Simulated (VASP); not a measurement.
All values below come from AM05 GGA, VASP's PBE PAW potentials (set 64) (plane waves; VASP).

The input files of a VASP run:

File KPOINTS:
```
Automatic
0
gamma
13 13 7
```

**POSCAR**
```
Sc
1
    1.6093242273    -2.7874312447     0.0000000000
    1.6093242273     2.7874312447     0.0000000000
    0.0000000000     0.0000000000     4.9985071146
Sc
2
Direct
  0.3333330000   0.6666670000   0.2500000000
  0.6666670000   0.3333330000   0.7500000000
```

**INCAR**
```
# general
SYSTEM =Sc
PREC   =Accurate
ENCUT  =520
LREAL  =.FALSE.
LASPH  =.TRUE.

# electronic loop
EDIFF  =1E-7
NELM   =100
ALGO   =Normal   # blocked Davidson
LMAXMIX=4

# smearing
ISMEAR =1   # Methfessel-Paxton
SIGMA  =0.1

# functional
GGA    =AM   # AM05

# ions
IBRION =2
NSW    =30
ISIF   =4
EDIFFG =-0.01   # ionic stop

# output
LWAVE  =.FALSE.
LCHARG =.FALSE.
```

POTCAR, in this order: Sc_sv (PBE.64 set). Program: vasp_std.

Problem. What does the run give for the energy per atom (σ→0), band gap (on the k-mesh)?

Solution. 
```json
{
  "energy per atom (σ→0)": "-6.379 eV/atom",
  "band gap (on the k-mesh)": "none (metal, semimetal or under 0.01 eV)"
}
```

OSZICAR:
```
...
DAV:   1    -0.127580354421E+02   -0.43194E-03   -0.66894E-02  2688   0.553E+00    0.169E-01
DAV:   2    -0.127579274023E+02    0.10804E-03   -0.48493E-03  4011   0.117E+00    0.107E-01
DAV:   3    -0.127576742396E+02    0.25316E-03   -0.85559E-04  4554   0.433E-01    0.151E-02
DAV:   4    -0.127576683036E+02    0.59360E-05   -0.42980E-05  3803   0.110E-01    0.794E-03
DAV:   5    -0.127576687117E+02   -0.40805E-06   -0.14144E-06  3461   0.233E-02    0.154E-03
DAV:   6    -0.127576688144E+02   -0.10273E-06   -0.72478E-08  1638   0.514E-03    0.215E-04
DAV:   7    -0.127576688046E+02    0.97652E-08   -0.18966E-08  1526   0.250E-03
   3 F= -.12757669E+02 E0= -.12757087E+02  d E =-.303869E-03
```

The compound is Sc in the hcp structure. This cell is one point of a volume scan, at 0.94 of the reference volume. Symmetry was kept, so distortions that lower it aren't found.
